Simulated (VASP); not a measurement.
Consider the following.

```yaml
crystal:
  lattice:
    - [-3.12211, 5.76227, 3.00176]
    - [3.12211, -5.76227, 3.00176]
    - [3.12211, 5.76227, -3.00176]
  atoms:
    - { symbol: Be, position: [0.25000, 0.25000, 0.00000] }
    - { symbol: Be, position: [0.75000, 0.75000, 0.00000] }
    - { symbol: I, position: [0.61565, 0.28642, 0.90207] }
    - { symbol: I, position: [0.38435, 0.71358, 0.09793] }
    - { symbol: I, position: [0.88435, 0.78642, 0.67078] }
    - { symbol: I, position: [0.11565, 0.21358, 0.32922] }
```

The numbers are results of PBEsol GGA, VASP's PBE PAW potentials (set 64) (plane waves; VASP), not measurements. Settings: 400 eV cut-off, Gaussian smearing of 0.050 eV, potentials Be I.

Without a dispersion term in the relaxation, distances and binding between the weakly bound layers, chains or molecules are unreliable, and so is what depends on them. Unless said otherwise, spin-orbit coupling is left out, though it shifts the bands of the heavy elements here.

Task: Estimate the band gap (along the path) with the smallest direct gap where there is one.

Result: 
```yaml
band gap (along the path): 3.91 eV
smallest direct gap (along the path): 4.21 eV
```

The structure comes from a computed database's BeI2 entry (Ibam), a phase known from measurement. It was relaxed first.
